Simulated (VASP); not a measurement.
Output of a VASP run:

File OSZICAR:
```
       N       E                     dE             d eps       ncg     rms          rms(c)
DAV:   1     0.268441260390E+02    0.26844E+02   -0.83744E+03  1920   0.127E+03
DAV:   2    -0.299202764099E+02   -0.56764E+02   -0.53244E+02  2376   0.245E+02
DAV:   3    -0.315153041191E+02   -0.15950E+01   -0.15672E+01  2528   0.318E+01
DAV:   4    -0.315264480836E+02   -0.11144E-01   -0.11134E-01  2288   0.282E+00
DAV:   5    -0.315265719867E+02   -0.12390E-03   -0.12389E-03  2524   0.233E-01    0.596E+01
DAV:   6    -0.290714229897E+02    0.24551E+01   -0.55557E+00  2244   0.160E+01    0.433E+01
DAV:   7    -0.290162048362E+02    0.55218E-01   -0.17201E+00  2408   0.926E+00    0.124E+01
DAV:   8    -0.289386595627E+02    0.77545E-01   -0.51983E-01  2268   0.521E+00    0.207E+00
DAV:   9    -0.289338608219E+02    0.47987E-02   -0.34662E-02  2228   0.149E+00    0.362E-01
DAV:  10    -0.289337837273E+02    0.77095E-04   -0.97334E-04  2324   0.273E-01    0.365E-01
DAV:  11    -0.289337807222E+02    0.30051E-05   -0.93991E-05  2304   0.766E-02    0.155E-01
DAV:  12    -0.289337780390E+02    0.26832E-05   -0.95680E-06  2332   0.260E-02    0.362E-02
DAV:  13    -0.289337780280E+02    0.10983E-07   -0.31939E-07  2268   0.537E-03
   1 F= -.28933778E+02 E0= -.28933758E+02  d E =-.289338E+02
       N       E                     dE             d eps       ncg     rms          rms(c)
DAV:   1    -0.289350132904E+02   -0.12353E-02   -0.62709E-02  2060   0.220E+00    0.318E-01
DAV:   2    -0.289344791285E+02    0.53416E-03   -0.82973E-04  2352   0.261E-01    0.135E-01
DAV:   3    -0.289342576894E+02    0.22144E-03   -0.22996E-04  2336   0.122E-01    0.403E-02
DAV:   4    -0.289342447742E+02    0.12915E-04   -0.26131E-05  2548   0.411E-02    0.253E-02
DAV:   5    -0.289342444542E+02    0.31995E-06   -0.11089E-06  2216   0.828E-03    0.119E-02
DAV:   6    -0.289342444160E+02    0.38241E-07   -0.71888E-08  1468   0.246E-03
   2 F= -.28934244E+02 E0= -.28934205E+02  d E =-.466388E-03
       N       E                     dE             d eps       ncg     rms          rms(c)
DAV:   1    -0.289342842789E+02   -0.39825E-04   -0.17280E-03  2052   0.365E-01    0.534E-02
DAV:   2    -0.289342694965E+02    0.14782E-04   -0.22883E-05  2352   0.433E-02    0.225E-02
DAV:   3    -0.289342633762E+02    0.61203E-05   -0.63493E-06  2332   0.201E-02    0.659E-03
DAV:   4    -0.289342630251E+02    0.35115E-06   -0.70900E-07  2532   0.680E-03    0.416E-03
DAV:   5    -0.289342630174E+02    0.76388E-08   -0.28181E-08  1116   0.136E-03
   3 F= -.28934263E+02 E0= -.28934226E+02  d E =-.484989E-03
```

**OUTCAR**
```
------------------------ aborting loop because EDIFF is reached ----------------------------------------
  FORCE on cell =-STRESS in cart. coord.  units (eV):
  Direction    XX          YY          ZZ          XY          YZ          ZX
  --------------------------------------------------------------------------------------
  Total        1.5549282      1.5549285      1.5543323      0.0000000     -0.0000000      0.0000000
  in kB       89.7779052     89.7779208     89.7434948      0.0000000     -0.0000000      0.0000000
  external PRESSURE =      89.7664403 kB  Pullay stress =       0.0000000 kB
  volume of cell :       27.75
      direct lattice vectors                 reciprocal lattice vectors
     1.537046939 -2.662243624  0.000000000     0.325299109 -0.187811512 -0.000000000
     1.537046939  2.662243624  0.000000000     0.325299109  0.187811512 -0.000000000
     0.000000000 -0.000000000  3.390677948    -0.000000000 -0.000000000  0.294926270
 POSITION                                       TOTAL-FORCE (eV/Angst)
 -----------------------------------------------------------------------------------
      0.00000      0.00000      0.00000         0.000000     -0.000000      0.000000
      1.53705      0.88742      1.69534         0.000000     -0.000000     -0.000000
      1.53705     -0.88742      1.69534        -0.000000      0.000000      0.000000
 -----------------------------------------------------------------------------------
    total drift:                                0.000000     -0.000000      0.000000
  FREE ENERGIE OF THE ION-ELECTRON SYSTEM (eV)
  ---------------------------------------------------
  free  energy   TOTEN  =       -28.9342630174 eV

  energy  without entropy=      -28.9341518099  energy(sigma->0) =      -28.93422595

 reached required accuracy - stopping structural energy minimisation
```
(Selected blocks of OUTCAR.)

POSCAR:
```
HfB2
1
    1.5347856958    -2.6583270251     0.0000000000
    1.5347856958     2.6583270251     0.0000000000
    0.0000000000     0.0000000000     3.4006764863
Hf B
1 2
Direct
  0.0000000000   0.0000000000   0.0000000000
  0.3333330000   0.6666670000   0.5000000000
  0.6666670000   0.3333330000   0.5000000000
```

Task: Reconstruct the remaining input files.

Result: Several could match; the one computed here: the input of the run itself, LDA (Ceperley-Alder, Perdew-Zunger), plane waves, VASP's LDA PAW potentials (set 64).

### INCAR
```
SYSTEM = HfB2
PREC = Accurate
ENCUT = 520
EDIFF = 1E-7
NELM = 100
ALGO = Normal
LREAL = .FALSE.
LASPH = .TRUE.
ISMEAR = 1
SIGMA = 0.1
LMAXMIX = 6
LWAVE = .FALSE.
LCHARG = .FALSE.
ISIF = 4
IBRION = 2
NSW = 30
EDIFFG = -0.01
```

**KPOINTS**
```
Regular mesh
0
Gamma
11 11 9
```

POTCAR, in this order: Hf_pv B (LDA.64 set). Program: vasp_std.

The compound is HfB2 in the AlB2 type structure. This cell is one point of a volume scan, at 0.97 of the reference volume. Symmetry was kept, so distortions that lower it aren't found.
